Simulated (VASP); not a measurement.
Input:

```xyz
6
Lattice="2.6917 0.0000 0.0000 -1.3458 2.3311 0.0000 0.0000 0.0000 27.6179" Properties=species:S:1:pos:R:3 pbc="T T T"
Ru     1.3458     0.7770    10.6246
Ru     0.0000     1.5540     8.5016
Ru     1.3458     0.7770    14.8704
Ru     0.0000     1.5540    12.7475
Ru     1.3458     0.7770    19.1163
Ru     0.0000     1.5540    16.9934
```

Method: PBEsol GGA, VASP's PBE PAW potentials (set 64) (plane waves; VASP 6.6.1). Settings: PREC = Normal, EDIFF = 1E-5, 400 eV cut-off, 12×12×1 Γ-centred mesh, first-order Methfessel-Paxton smearing of 0.10 eV, potentials Ru_pv.

Q: The ions are relaxed. Predict the relaxed structure.

A: 
```xyz
6
Lattice="2.6917 0.0000 0.0000 -1.3458 2.3311 0.0000 0.0000 0.0000 27.6179" Properties=species:S:1:pos:R:3 pbc="T T T"
Ru     1.3458     0.7770    10.6064
Ru     0.0000     1.5540     8.5598
Ru     1.3458     0.7770    14.8927
Ru     0.0000     1.5540    12.7252
Ru     1.3458     0.7770    19.0581
Ru     0.0000     1.5540    17.0115
```

Q: How much energy does the relaxation gain?

A: The energy (σ→0) changes by -12.0 meV/atom, in 7 ionic steps.

The cell is a thin slab with vacuum, built from Ru (hcp): (001) face.
